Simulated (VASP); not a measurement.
All values below come from LDA (Ceperley-Alder, Perdew-Zunger), VASP's LDA PAW potentials (set 64) (plane waves; VASP 6.6.1).

Input for VASP

File POSCAR:
```
Zr
1
    3.1416746793     0.0000000000     0.0000000000
   -1.5708373396     2.7207696560    -0.0000000000
    0.0000000000     0.0000000000     5.0926426611
Zr
2
Direct
  0.3333330000   0.6666670000   0.2500000000
  0.6666670000   0.3333330000   0.7500000000
```

**KPOINTS**
```
Automatic mesh
0
Gamma
15 15 8
0 0 0
```

INCAR:
```
# general
SYSTEM =Zr
PREC   =Accurate
ENCUT  =400   # plane-wave cut-off (eV)
LREAL  =.FALSE.   # projection in real space or not
LASPH  =.TRUE.

# electronic loop
EDIFF  =1E-7
NELM   =100   # most electronic steps
ALGO   =Normal   # blocked Davidson
LMAXMIX=4   # l cut-off of mixed one-centre charges

# smearing
ISMEAR =-5   # tetrahedra, Bloechl

# ions
ISIF   =2

# output
LWAVE  =.FALSE.
LCHARG =.TRUE.
LORBIT =11   # lm-projected
NEDOS  =601   # DOS grid
```

POTCAR, in this order: Zr_sv (LDA.64 set). Program: vasp_std.

The run wrote:

File OSZICAR:
```
       N       E                     dE             d eps       ncg     rms          rms(c)
DAV:   1     0.181432012713E+03    0.18143E+03   -0.12115E+04  4336   0.124E+03
DAV:   2    -0.655212168356E+01   -0.18798E+03   -0.18661E+03  5448   0.376E+02
DAV:   3    -0.190745952309E+02   -0.12522E+02   -0.12475E+02  8184   0.698E+01
DAV:   4    -0.192708629197E+02   -0.19627E+00   -0.19615E+00  4688   0.986E+00
DAV:   5    -0.192757117411E+02   -0.48488E-02   -0.48437E-02  6568   0.109E+00    0.164E+01
DAV:   6    -0.186930260058E+02    0.58269E+00   -0.88497E-01  4464   0.818E+00    0.670E+00
DAV:   7    -0.185790097080E+02    0.11402E+00   -0.58416E-01  6296   0.562E+00    0.107E+00
DAV:   8    -0.185818012064E+02   -0.27915E-02   -0.33747E-02  5896   0.163E+00    0.274E-01
DAV:   9    -0.185820699576E+02   -0.26875E-03   -0.11980E-03  5248   0.355E-01    0.372E-02
DAV:  10    -0.185820423985E+02    0.27559E-04   -0.34398E-05  6440   0.413E-02    0.239E-02
DAV:  11    -0.185820400976E+02    0.23008E-05   -0.65892E-06  4616   0.339E-02    0.219E-03
DAV:  12    -0.185820403248E+02   -0.22717E-06   -0.28215E-07  4368   0.386E-03    0.180E-03
DAV:  13    -0.185820403248E+02    0.27740E-10   -0.23930E-08  2856   0.159E-03
   1 F= -.18582040E+02 E0= -.18582040E+02  d E =0.000000E+00
```

**OUTCAR**
```
------------------------ aborting loop because EDIFF is reached ----------------------------------------
  FORCE on cell =-STRESS in cart. coord.  units (eV):
  Direction    XX          YY          ZZ          XY          YZ          ZX
  --------------------------------------------------------------------------------------
  Total        0.0103460      0.0103460     -0.0313078      0.0000000      0.0000000      0.0000000
  in kB        0.3807924      0.3807923     -1.1523029      0.0000000      0.0000000      0.0000000
  external PRESSURE =      -0.1302394 kB  Pullay stress =       0.0000000 kB
  volume of cell :       43.53
      direct lattice vectors                 reciprocal lattice vectors
     3.141674679  0.000000000  0.000000000     0.318301575  0.183771529  0.000000000
    -1.570837340  2.720769656  0.000000000     0.000000000  0.367543058  0.000000000
     0.000000000  0.000000000  5.092642661     0.000000000  0.000000000  0.196361706
 POSITION                                       TOTAL-FORCE (eV/Angst)
 -----------------------------------------------------------------------------------
     -0.00000      1.81385      1.27316         0.000000      0.000000      0.000000
      1.57084      0.90692      3.81948        -0.000000     -0.000000      0.000000
 -----------------------------------------------------------------------------------
    total drift:                                0.000427     -0.000247      0.000644
  FREE ENERGIE OF THE ION-ELECTRON SYSTEM (eV)
  ---------------------------------------------------
  free  energy   TOTEN  =       -18.5820403248 eV

  energy  without entropy=      -18.5820403248  energy(sigma->0) =      -18.58204032

 total charge

# of ion       s       p       d       tot
------------------------------------------
    1        2.248   5.959   1.723   9.930
    2        2.248   5.959   1.723   9.930
--------------------------------------------------
tot          4.497  11.918   3.445  19.860
```
(Selected blocks of OUTCAR.)

For a metal the tetrahedron method with Blöchl corrections gives inexact stress and forces.

The structure comes from a computed database's Zr entry (P6_3/mmc); how it stands against other phases isn't given here. It was relaxed first, which changed the volume by -7 %.
